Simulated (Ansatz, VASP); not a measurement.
# GaGe in VASP and in Ansatz

INCAR

```
SYSTEM = GaGe
ALGO = Normal
EDIFF = 1E-6
ENCUT = 520
ISIF = 2
ISMEAR = -1
LASPH = .True.
LCHARG = .False.
LREAL = .False.
LWAVE = .False.
NBANDS = 20
NELM = 60
PREC = Accurate
SIGMA = 0.05
```

KPOINTS

```
k-points
0
Gamma
  8 8 8
  0 0 0
```

The input POSCAR:

```
GaGe
1.0
    0.0000000000      2.8978440000      2.8978440000
    2.8978440000      0.0000000000      2.8978440000
    2.8978440000      2.8978440000      0.0000000000
Ge Ga
1 1
Direct
    0.0000000000      0.0000000000      0.0000000000
    0.2500000000      0.2500000000      0.2500000000
```

File input.yaml:

```yaml
crystal:
  lattice:
    - [0.0, 2.897844, 2.897844]
    - [2.897844, 0.0, 2.897844]
    - [2.897844, 2.897844, 0.0]
  atoms:
    - { symbol: Ge, position: [0.0, 0.0, 0.0] }
    - { symbol: Ga, position: [0.25, 0.25, 0.25] }
hamiltonian:
  xc: lda
  pseudopotentials: { kind: paw }
kpoints:
  mp_grid: { grid: [8, 8, 8] }
  band_path:
    path:
      - [[0.0, 0.0, 0.0], [0.5, 0.0, 0.5], [0.5, 0.25, 0.75], [0.375, 0.375, 0.75], [0.0, 0.0, 0.0], [0.5, 0.5, 0.5], [0.625, 0.25, 0.625], [0.5, 0.25, 0.75], [0.5, 0.5, 0.5], [0.375, 0.375, 0.75]]
      - [[0.625, 0.25, 0.625], [0.5, 0.0, 0.5]]
    npoints: 14
scf:
  occupations: { method: fermi_dirac, width: 0.05 }
  n_extra_bands: 6
output:
  forces: true
  stress: true
  eigenvalues: true
  fatbands: true
```

The cell comes from a database or a generator and needn't be the stable form of this composition.

Alike in both runs: functional LDA; k mesh 8 × 8 × 8; occupations fermi-dirac, width 0.05 eV; no spin polarisation.

|  | VASP | Ansatz |
| --- | --- | --- |
| version | VASP 6.6.1 | Ansatz 0.2.0 |
| potentials or method | VASP PAW LDA potentials, release 64 (Ge_d, Ga_d) | Ansatz PAW |
| plane-wave cutoff (eV) | 520 | 420 |
| valence electrons in the cell | 27 | 27 |
| task | single point | band structure |

```tsv
	VASP	Ansatz	Ansatz less VASP
gap on the k mesh at the Fermi level (eV)	none	none	-
pressure (GPa)	-4.0	-4.1	-0.13
```

A gap of «none» marks a metal or a gap that the smearing closes.

Caveats: the PAW data sets come from PBE, with cores solved anew for the run's functional, which leaves a small shift of forces and pressure (Ansatz).
